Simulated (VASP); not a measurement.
Output of a VASP run:

File OSZICAR:
```
       N       E                     dE             d eps       ncg     rms          rms(c)
DAV:   1     0.545985749163E+02    0.54599E+02   -0.50318E+03  1808   0.975E+02
DAV:   2    -0.138271676755E+02   -0.68426E+02   -0.62770E+02  1812   0.209E+02
DAV:   3    -0.160045535264E+02   -0.21774E+01   -0.21102E+01  2444   0.491E+01
DAV:   4    -0.160437789421E+02   -0.39225E-01   -0.39193E-01  2168   0.535E+00
DAV:   5    -0.160451118205E+02   -0.13329E-02   -0.13328E-02  2556   0.111E+00    0.149E+01
DAV:   6    -0.180360672902E+02   -0.19910E+01   -0.59205E+01  1980   0.272E+02    0.119E+01
DAV:   7    -0.138501139446E+02    0.41860E+01   -0.13373E+01  2144   0.985E+01    0.232E+00
DAV:   8    -0.137111233968E+02    0.13899E+00   -0.14183E+00  2624   0.361E+01    0.169E+00
DAV:   9    -0.136767804334E+02    0.34343E-01   -0.13447E-01  2756   0.953E+00    0.337E-01
DAV:  10    -0.136773359076E+02   -0.55547E-03   -0.17848E-03  2576   0.595E-01    0.337E-01
DAV:  11    -0.136749792755E+02    0.23566E-02   -0.81658E-03  2348   0.322E+00    0.225E-02
DAV:  12    -0.136750296942E+02   -0.50419E-04   -0.45800E-04  2152   0.188E-01    0.240E-02
DAV:  13    -0.136750223354E+02    0.73588E-05   -0.13645E-05  2800   0.740E-02    0.161E-02
DAV:  14    -0.136750188008E+02    0.35346E-05   -0.91590E-06  1808   0.104E-01    0.544E-03
DAV:  15    -0.136750183836E+02    0.41715E-06   -0.10615E-06  1304   0.212E-02
   1 F= -.13675018E+02 E0= -.13673438E+02  d E =-.316167E-02
```

### OUTCAR
```
------------------------ aborting loop because EDIFF is reached ----------------------------------------
  FORCE on cell =-STRESS in cart. coord.  units (eV):
  Direction    XX          YY          ZZ          XY          YZ          ZX
  --------------------------------------------------------------------------------------
  Total       -1.0575312     -1.0575312     -1.1319731      0.0000000     -0.0000000      0.0000000
  in kB      -36.0409875    -36.0409875    -38.5779925      0.0000000     -0.0000000      0.0000000
  external PRESSURE =     -36.8866558 kB  Pullay stress =       0.0000000 kB
  volume of cell :       47.01
      direct lattice vectors                 reciprocal lattice vectors
    -2.030335000  2.030335000  2.851095000     0.000000000  0.246264779  0.175371217
     2.030335000 -2.030335000  2.851095000     0.246264779  0.000000000  0.175371217
     2.030335000  2.030335000 -2.851095000     0.246264779  0.246264779  0.000000000
 POSITION                                       TOTAL-FORCE (eV/Angst)
 -----------------------------------------------------------------------------------
      0.00000      2.03034      1.42555        -0.000000      0.000000     -0.000000
      2.03034      0.00000      1.42555         0.000000     -0.000000     -0.000000
      0.00000      0.00000      2.85109         0.000000      0.000000      0.000000
 -----------------------------------------------------------------------------------
    total drift:                               -0.000000      0.000000      0.000000
  FREE ENERGIE OF THE ION-ELECTRON SYSTEM (eV)
  ---------------------------------------------------
  free  energy   TOTEN  =       -13.6750183836 eV

  energy  without entropy=      -13.6718567166  energy(sigma->0) =      -13.67343755
```
(Selected blocks of OUTCAR.)

**POSCAR**
```
Al2Cu
1
   -2.0303350000     2.0303350000     2.8510950000
    2.0303350000    -2.0303350000     2.8510950000
    2.0303350000     2.0303350000    -2.8510950000
Al Cu
2 1
Direct
  0.7500000000   0.2500000000   0.5000000000
  0.2500000000   0.7500000000   0.5000000000
  0.5000000000   0.5000000000   0.0000000000
```

Question: Reconstruct the remaining input files.

Answer: One answer among several that fit: the input of the run itself, LDA (Ceperley-Alder, Perdew-Zunger), plane waves, VASP's LDA PAW potentials (set 64).

### KPOINTS
```
Automatic mesh
0
Gamma
9 9 9
0 0 0
```

INCAR:
```
SYSTEM  =  Al2Cu
PREC  =  Accurate; ENCUT  =  300; LREAL  =  .FALSE.
LASPH  =  .TRUE.
EDIFF  =  1E-6; NELM  =  100; ALGO  =  Normal
LMAXMIX  =  4
ISMEAR  =  0; SIGMA  =  0.05
ISIF  =  2
LWAVE  =  .FALSE.; LCHARG  =  .FALSE.
```

POTCAR, in this order: Al Cu (LDA.64 set). Program: vasp_std.

At this cut-off the stress carries a Pulay error, which pulls relaxed volumes low.

The structure comes from a computed database's Al2Cu entry (I4/mmm); how it stands against other phases isn't given here. The cell was not relaxed at this level. The run is one of a series of settings (GGA removed, POTCAR Al Cu (LDA.64 set) against the base run), some of them coarse on purpose. The electron count is odd and the run is not spin-polarised, which forces a metal.
